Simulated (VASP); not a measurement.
Data:

```xyz
5
Lattice="3.9819 0.0000 0.0000 0.0000 3.9819 0.0000 0.0000 0.0000 4.0827" Properties=species:S:1:pos:R:3 pbc="T T T"
Ba     0.0000     0.0000     0.0102
Ti     1.9910     1.9910     2.1195
O      1.9910     1.9910     3.9666
O      0.0000     1.9910     1.9817
O      1.9910     0.0000     1.9817
```

Level of theory: r2SCAN+rVV10, VASP's PBE PAW potentials (set 64) (plane waves; VASP 6.6.1). Run with 520 eV cut-off, 6×6×6 Γ-centred mesh, tetrahedra with Blöchl corrections, potentials Ba_sv Ti_sv O.

Unless said otherwise, spin-orbit coupling is left out, though it shifts the bands of the heavy elements here.

**Question.** Give the energies of bands 12 to 23 at the high-symmetry points, in eV from the valence-band maximum.

**Answer.** 
```json
[
 {"band": "12", "Γ": "-2.52", "X": "-4.19", "M": "-4.49", "Z": "-4.16", "R": "-4.42", "A": "-4.58"},
 {"band": "13", "Γ": "-2.45", "X": "-2.92", "M": "-4.17", "Z": "-2.89", "R": "-4.18", "A": "-4.01"},
 {"band": "14", "Γ": "-2.45", "X": "-2.92", "M": "-4.03", "Z": "-2.89", "R": "-3.99", "A": "-3.97"},
 {"band": "15", "Γ": "-1.47", "X": "-2.45", "M": "-2.88", "Z": "-2.04", "R": "-2.93", "A": "-2.61"},
 {"band": "16", "Γ": "-1.47", "X": "-2.00", "M": "-2.88", "Z": "-2.04", "R": "-2.70", "A": "-2.55"},
 {"band": "17", "Γ": "-1.27", "X": "-1.92", "M": "-1.96", "Z": "-2.03", "R": "-1.85", "A": "-2.55"},
 {"band": "18", "Γ": "-0.57", "X": "-1.73", "M": "-1.07", "Z": "-2.01", "R": "-1.04", "A": "-0.25"},
 {"band": "19", "Γ": "-0.44", "X": "-1.24", "M": "-1.07", "Z": "-0.76", "R": "-1.00", "A": "-0.25"},
 {"band": "20", "Γ": "-0.44", "X": "-1.09", "M": "-0.08", "Z": "-0.76", "R": "-0.33", "A": "0.00"},
 {"band": "21", "Γ": "2.18", "X": "2.65", "M": "3.97", "Z": "2.32", "R": "3.89", "A": "4.51"},
 {"band": "22", "Γ": "2.54", "X": "3.89", "M": "3.97", "Z": "3.88", "R": "3.92", "A": "4.51"},
 {"band": "23", "Γ": "2.54", "X": "3.94", "M": "4.36", "Z": "3.88", "R": "4.26", "A": "4.58"}
]
```

The gap is indirect, 2.18 eV, from the valence maximum at A to the conduction minimum at Γ.

The compound is BaTiO3 in the tetragonal perovskite structure. It was relaxed first.
